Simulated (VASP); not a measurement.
An input for Ansatz (written as the equivalent of a VASP run, and not itself run):

Ansatz 0.2 input:
```yaml
crystal:
  lattice:
    - [0.0000000, 2.9801132, 2.9801132]
    - [2.9801132, 0.0000000, 2.9801132]
    - [2.9801132, 2.9801132, 0.0000000]
  atoms:
    - { symbol: Hg, position: [0.0000000, 0.0000000, 0.0000000] }
    - { symbol: S, position: [0.2500000, 0.2500000, 0.2500000] }
kpoints:
  mp_grid: { grid: [10, 10, 10] }
hamiltonian:
  xc: rpbe
  pseudopotentials: { kind: paw }
scf:
  occupations: { method: methfessel_paxton, width: 0.1 }
  max_iter: 100
output: { forces: true, stress: true, eigenvalues: true }
```

Write the VASP files for the same calculation (RPBE).

Several could match; the one computed here: 
INCAR:
```
LREAL  =  .FALSE.   ! projection in real space or not
ISIF  =  2
LWAVE  =  .FALSE.
LCHARG  =  .FALSE.
PREC  =  Accurate
ALGO  =  Normal   ! blocked Davidson
SYSTEM  =  HgS
SIGMA  =  0.1   ! width (eV)
ENCUT  =  520
LASPH  =  .TRUE.   ! aspherical one-centre terms
NELM  =  100
GGA  =  RP
ISMEAR  =  1
LMAXMIX  =  6   ! l cut-off of mixed one-centre charges
EDIFF  =  1E-7   ! SCF stop (eV)
```

KPOINTS:
```
Automatic mesh
0
Gamma
10 10 10
0 0 0
```

File POSCAR:
```
HgS
1
    0.0000000000     2.9801132420     2.9801132420
    2.9801132420     0.0000000000     2.9801132420
    2.9801132420     2.9801132420     0.0000000000
Hg S
1 1
Direct
  0.0000000000   0.0000000000   0.0000000000
  0.2500000000   0.2500000000   0.2500000000
```

POTCAR, in this order: Hg S (PBE.64 set). Program: vasp_std.

What does not carry over: each code has its own PAW files, so the cut-off isn't converted (ENCUT is set for VASP's; basis.ecutwfc is left out, and Ansatz then takes the one that its files recommend); Ansatz stops its SCF on the density residual and VASP on the energy change (EDIFF).

The compound is HgS in the zinc blende structure, metacinnabar; cinnabar is the stable form. This cell is one point of a volume scan, at 0.94 of the reference volume.
